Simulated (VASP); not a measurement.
MgTe (zinc blende):

```
CELL_PARAMETERS angstrom
      0.00000     3.21000     3.21000
      3.21000     0.00000     3.21000
      3.21000     3.21000     0.00000
ATOMIC_POSITIONS crystal
  Mg 0.00000 0.00000 0.00000
  Te 0.25000 0.25000 0.25000
```

The lowest empty band near Γ, direction [110], from mBJ (TB09) with spin-orbit coupling in VASP (PAW); its two spin partners are averaged. The gap over the points computed is 3.31 eV, and the next band on that side lies 2.45 eV away at the edge.

Run with 400 eV cut-off, 8×8×8 Γ-centred mesh, Gaussian smearing of 0.050 eV, potentials Mg Te.

```
distance from the edge in k (1/Å)  distance in energy (meV)
---------------------------------  ------------------------
0.018                                                   5.5
0.025                                                  10.6
0.035                                                  20.6
0.050                                                  41.7
0.070                                                  80.3
```

Task: Fit E(1 + αE) = ħ²k²/2m* (ħ²/2m0 = 3.810 eV Å²) and predict the row at 0.095 1/Å.

Result: Least squares on the energies gives the electron mass m* = 0.224 m0 and α = 0.47 per eV, and so 143.8 meV. The run gave 143.6 meV, -0.2 meV from the fit.

Left out are points under 3 meV from the edge, since the levels carry 0.1 meV, and points farther than half the way to the next band.

The compound is MgTe in the zinc blende structure, whereas wurtzite is the usual form. The cell was not relaxed at this level.
